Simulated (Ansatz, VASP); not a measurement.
**Cross-check of TiO2 (Rutile) between VASP and Ansatz**

One calculation is typed for both programs; each brings its own data sets. How far apart do they land? The cell is taken from a series of runs on this material, whose earlier steps may have relaxed, scaled, displaced or heated it; both programs get it as it stands. Other levels of theory on this material are compared in a session of their own.

Method: plane waves, with VASP 6.6.1 beside it; relaxation of cell and atoms at PBE, in Ansatz 0.2.0.

## Step 1: The starting structure

The structure is tetragonal, space group P4_2/mnm (No. 136). The conventional cell has a = 4.644 Å, b = 4.644 Å, c = 2.964 Å, α = 90.00°, β = 90.00°, γ = 90.00°. O has 3 Ti at 1.96 to 2.00 Å nearest. Ti has 6 O at 1.96 to 2.00 Å nearest. Farther neighbours and most contacts between anions are not listed.

As a file:

```xyz
6
Lattice="4.6435 0.0000 0.0000 0.0000 4.6435 0.0000 0.0000 0.0000 2.9637" Properties=species:S:1:pos:R:3 pbc="T T T"
O     1.4168    1.4168    0.0000
O     0.9049    3.7386    1.4818
O     3.2267    3.2267    0.0000
O     3.7386    0.9049    1.4818
Ti    0.0000    0.0000    0.0000
Ti    2.3218    2.3218    1.4818
```

## Step 2: VASP: relaxation of cell and atoms, PBE

The relaxed volume is the usual yardstick between codes: in a stiff, nearly cubic crystal its relative difference is about their pressure difference at one cell divided by the bulk modulus.

Lines of VASP's logs that name or quote its potential files are left out, and so is its time.

INCAR reads:

```
SYSTEM = TiO2
PREC = Accurate
ENCUT = 600
EDIFF = 1E-07
NELM = 120
ISMEAR = 0
SIGMA = 0.01
LREAL = .FALSE.
ALGO = Normal
GGA = PE
NBANDS = 30
LASPH = .TRUE.
LORBIT = 11
LWAVE = .FALSE.
LCHARG = .FALSE.
ISIF = 3
IBRION = 2
NSW = 80
EDIFFG = -0.005
GGA_COMPAT = .FALSE.
NELMIN = 4
EFERMI = MIDGAP
KPAR = 2
```

POSCAR reads:

```
TiO2
1.0
    4.6435300000      0.0000000000      0.0000000000
    0.0000000000      4.6435300000      0.0000000000
    0.0000000000      0.0000000000      2.9636890000
O Ti
4 2
Direct
    0.3051202426      0.3051202426      0.0000000000
    0.1948799728      0.8051202426      0.5000001687
    0.6948799728      0.6948799728      0.0000000000
    0.8051202426      0.1948799728      0.5000001687
    0.0000000000      0.0000000000      0.0000000000
    0.5000000000      0.5000000000      0.5000001687
```

KPOINTS reads:

```
Automatic mesh
0
Gamma
8 8 12
0 0 0
```

PAW data sets: O and Ti_sv (PBE family, release 64).

On the command line:

```console
$ mpirun -np 2 vasp_std
```

Numbers of over 12 decimals in the logs are rounded to 6 here.

Log:

```text
[banner, memory and clock lines left out]
running    2 mpi-ranks, on    1 nodes
 distrk:  each k-point on    1 cores,    2 groups
 distr:  one band on    1 cores,    1 groups

 POSCAR found type information on POSCAR O Ti
 POSCAR found :  2 types and       6 ions
 LDA part: xc-table for (Slater+PW92), standard interpolation
 POSCAR, INCAR and KPOINTS ok, starting setup
 FFT: planning ... GRIDC
 FFT: planning ... GRID_SOFT
 FFT: planning ... GRID
 WAVECAR not read
 entering main loop
       N       E                     dE             d eps       ncg     rms          rms(c)
DAV:   1     0.708573159587E+03    0.70857E+03   -0.26943E+04  6300   0.208E+03
DAV:   2     0.521003120586E+02   -0.65647E+03   -0.62393E+03  6640   0.583E+02
DAV:   3    -0.657491515975E+02   -0.11785E+03   -0.11455E+03  9348   0.215E+02
DAV:   4    -0.711006922174E+02   -0.53515E+01   -0.53438E+01  8850   0.476E+01
DAV:   5    -0.713189319715E+02   -0.21824E+00   -0.21818E+00  8596   0.786E+00    0.308E+01
DAV:   6    -0.543104041113E+02    0.17009E+02   -0.10502E+02  7734   0.966E+01    0.120E+01
DAV:   7    -0.539610872218E+02    0.34932E+00   -0.16554E+01  7590   0.340E+01    0.807E+00
DAV:   8    -0.537182566208E+02    0.24283E+00   -0.29036E+00  7448   0.166E+01    0.338E+00
DAV:   9    -0.536806396597E+02    0.37617E-01   -0.53010E-01  9392   0.596E+00    0.117E+00
DAV:  10    -0.536867438137E+02   -0.61042E-02   -0.64438E-02  7266   0.224E+00    0.370E-01
DAV:  11    -0.536846402413E+02    0.21036E-02   -0.14147E-02  8462   0.767E-01    0.824E-02
DAV:  12    -0.536846722995E+02   -0.32058E-04   -0.15573E-03  7368   0.370E-01    0.676E-02
DAV:  13    -0.536846188086E+02    0.53491E-04   -0.31322E-04  7716   0.163E-01    0.826E-03
DAV:  14    -0.536846223176E+02   -0.35090E-05   -0.15972E-05  7856   0.320E-02    0.743E-03
DAV:  15    -0.536846215515E+02    0.76605E-06   -0.47827E-06  7870   0.178E-02    0.123E-03
DAV:  16    -0.536846216177E+02   -0.66207E-07   -0.49172E-07  6004   0.718E-03
   1 F= -.53684622E+02 E0= -.53684622E+02  d E =-.536846E+02
[...]
2 F= -.53684493E+02 E0= -.53684493E+02  d E =0.128181E-03
[...]
3 F= -.53684824E+02 E0= -.53684824E+02  d E =-.202685E-03
[...]
4 F= -.53684824E+02 E0= -.53684824E+02  d E =-.202705E-03
 curvature:  -0.22 expect dE=-0.413E-05 dE for cont linesearch -0.586E-07
 ZBRENT: accuracy reached
 trial: gam= 0.03653 g(F)=  0.574E-05 g(S)=  0.128E-04 ort =-0.157E-04 (trialstep = 0.889E+00)
 search vector abs. value=  0.186E-04
 bond charge predicted
       N       E                     dE             d eps       ncg     rms          rms(c)
DAV:   1    -0.536848620086E+02   -0.37649E-04   -0.33708E-03  6318   0.495E-01    0.411E-02
DAV:   2    -0.536848443945E+02    0.17614E-04   -0.15789E-04  7692   0.118E-01    0.235E-02
DAV:   3    -0.536848356849E+02    0.87096E-05   -0.35601E-05  7704   0.388E-02    0.115E-02
DAV:   4    -0.536848338066E+02    0.18783E-05   -0.10276E-05  9458   0.296E-02    0.552E-03
DAV:   5    -0.536848340478E+02   -0.24119E-06   -0.14959E-06  7952   0.104E-02    0.284E-03
DAV:   6    -0.536848342797E+02   -0.23193E-06   -0.22507E-07  5040   0.365E-03    0.929E-04
DAV:   7    -0.536848343203E+02   -0.40580E-07   -0.70010E-08  3270   0.222E-03
   5 F= -.53684834E+02 E0= -.53684834E+02  d E =-.999789E-05
 trial-energy change:   -0.000010  1 .order   -0.000011   -0.000016   -0.000005
 step:   1.3044(harm=  1.3044)  dis= 0.00028  next Energy=   -53.684836 (dE=-0.117E-04)
 reached required accuracy - stopping structural energy minimisation
```

From OUTCAR (step 2):

```text
ion  position               nearest neighbor table
   1  0.305  0.305  0.000-   6 1.96   6 1.96   5 2.00
   2  0.195  0.805  0.500-   5 1.96   5 1.96   6 2.00
   3  0.695  0.695  0.000-   6 1.96   6 1.96   5 2.00
   4  0.805  0.195  0.500-   5 1.96   5 1.96   6 2.00
   5  0.000  0.000  0.000-   2 1.96   4 1.96   2 1.96   4 1.96   3 2.00   1 2.00
   6  0.500  0.500  0.500-   1 1.96   1 1.96   3 1.96   3 1.96   2 2.00   4 2.00

  LATTYP: Found a simple tetragonal cell.
 ALAT       =     4.6435300000
 C/A-ratio  =     0.6382405196

 Subroutine GETGRP returns: Found 16 space group operations
 (whereof  8 operations were pure point group operations)

The static configuration has the point symmetry D_2h.
 The point group associated with its full space group is D_4h.

 Found    105 irreducible k-points:

   k-points           NKPTS =    105   k-points in BZ     NKDIM =    105   number of bands    NBANDS=     30

   dimension x,y,z NGX =    40 NGY =   40 NGZ =   24
   dimension x,y,z NGXF=    80 NGYF=   80 NGZF=   48

   ENCUT  =  600.0 eV  44.10 Ry    6.64 a.u.   9.27  9.27  5.92*2*pi/ulx,y,z

   NELECT =      48.0000    total number of electrons

 k-points in reciprocal lattice and weights: Automatic mesh
   0.00000000  0.00000000  0.00000000       0.001
   0.12500000  0.00000000  0.00000000       0.005
   0.25000000  0.00000000  0.00000000       0.005
   0.37500000  0.00000000  0.00000000       0.005
   0.50000000  0.00000000  0.00000000       0.003
   0.12500000  0.12500000  0.00000000       0.005
   0.25000000  0.12500000  0.00000000       0.010
   0.37500000  0.12500000  0.00000000       0.010
   0.50000000  0.12500000  0.00000000       0.005
[...]
0.50000000  0.37500000  0.50000000       0.005
   0.50000000  0.50000000  0.50000000       0.001

 average (electrostatic) potential at core
       1 -69.5480       2 -69.5480       3 -69.5480       4 -69.5480       5 -76.5603
       6 -76.5603

 E-fermi :   5.4758

 k-point     1 :       0.0000    0.0000    0.0000
  band No.  band energies     occupation
    ...
     20       2.6691      2.00000
     21       3.8925      2.00000
     22       4.1294      2.00000
     23       4.1294      2.00000
     24       4.5634      2.00000
     25       6.3882      0.00000
     26       6.6702      0.00000
     27       6.9374      0.00000
     28       7.0156      0.00000
     29       7.0156      0.00000
    ...

 k-point     2 :       0.1250    0.0000    0.0000
  band No.  band energies     occupation
    ...
     20       2.6771      2.00000
     21       3.7954      2.00000
     22       3.8424      2.00000
     23       3.9969      2.00000
     24       4.5154      2.00000
     25       6.4749      0.00000
     26       6.7885      0.00000
     27       7.0496      0.00000
     28       7.0743      0.00000
     29       7.0995      0.00000
    ...

 k-point     3 :       0.2500    0.0000    0.0000
  band No.  band energies     occupation
    ...
     20       2.7161      2.00000
     21       3.1665      2.00000
     22       3.5543      2.00000
     23       3.7760      2.00000
     24       4.3453      2.00000
     25       6.6727      0.00000
     26       6.9863      0.00000
     27       7.2251      0.00000
     28       7.2889      0.00000
     29       7.3234      0.00000
    ...

  Total       -0.0114765     -0.0114765     -0.0008653     -0.0000000      0.0000000      0.0000000
  in kB       -0.2872603     -0.2872603     -0.0216582     -0.0000000      0.0000000      0.0000000
  external PRESSURE =      -0.1987263 kB  Pullay stress =       0.0000000 kB

  energy-cutoff  :      600.00
  volume of cell :       64.01
      direct lattice vectors                 reciprocal lattice vectors
     4.644911900 -0.000000000  0.000000000     0.215289336  0.000000000  0.000000000
    -0.000000000  4.644911900  0.000000000     0.000000000  0.215289336  0.000000000
     0.000000000  0.000000000  2.966801074     0.000000000  0.000000000  0.337063381

 POSITION                                       TOTAL-FORCE (eV/Angst)
 -----------------------------------------------------------------------------------
      1.41667      1.41667      0.00000        -0.000904     -0.000904      0.000000
      0.90578      3.73913      1.48340         0.000904     -0.000904      0.000000
      3.22824      3.22824      0.00000         0.000904      0.000904      0.000000
      3.73913      0.90578      1.48340        -0.000904      0.000904      0.000000
      0.00000     -0.00000      0.00000        -0.000000     -0.000000      0.000000
      2.32246      2.32246      1.48340        -0.000000     -0.000000      0.000000
 -----------------------------------------------------------------------------------
    total drift:                               -0.002317     -0.002317     -0.001929

  FREE ENERGIE OF THE ION-ELECTRON SYSTEM (eV)
  ---------------------------------------------------
  free  energy   TOTEN  =       -53.6848343203 eV

  energy  without entropy=      -53.6848343203  energy(sigma->0) =      -53.68483432

 reached required accuracy - stopping structural energy minimisation

 total charge
# of ion       s       p       d       tot
------------------------------------------
    1        1.568   3.491   0.000   5.059
    2        1.568   3.491   0.000   5.059
    3        1.568   3.491   0.000   5.059
    4        1.568   3.491   0.000   5.059
    5        2.216   6.286   1.692  10.193
    6        2.216   6.286   1.692  10.193
--------------------------------------------------
tot         10.703  26.535   3.385  40.623

[... 3 further parts left out ...]
```

CONTCAR:

```
TiO2
   1.00000000000000
     4.6449119001653667   -0.0000000000000000    0.0000000000000000
    -0.0000000000000000    4.6449119001653667    0.0000000000000000
     0.0000000000000000    0.0000000000000000    2.9668010738763799
  O               Ti
     4     2
Direct
     0.3049944987392803    0.3049944987392803    0.0000000000000000
     0.1950057166607198    0.8049944987392802    0.5000001686999980
     0.6950057166607199    0.6950057166607199    0.0000000000000000
     0.8049944987392802    0.1950057166607198    0.5000001686999980
     0.0000000000000000    0.0000000000000000    0.0000000000000000
     0.5000000000000000    0.5000000000000000    0.5000001686999980
```

The run keeps the 16 symmetry operations of its start, so it cannot find a distortion of lower symmetry.

(Continued in part 2 of 2.)

[Lines on the potential files, build, host, timing and source positions are cut from VASP's logs without a mark.]

[Logs are printed without paths, hosts, clocks, repeated set-up lines and the standing remarks that a program may print on its own settings, such as how far it seeks lower states.]

[Hosts, paths, dates, database ids (printed as entryN), source tags and the programs' standing remarks are cut or masked in the printed files.]
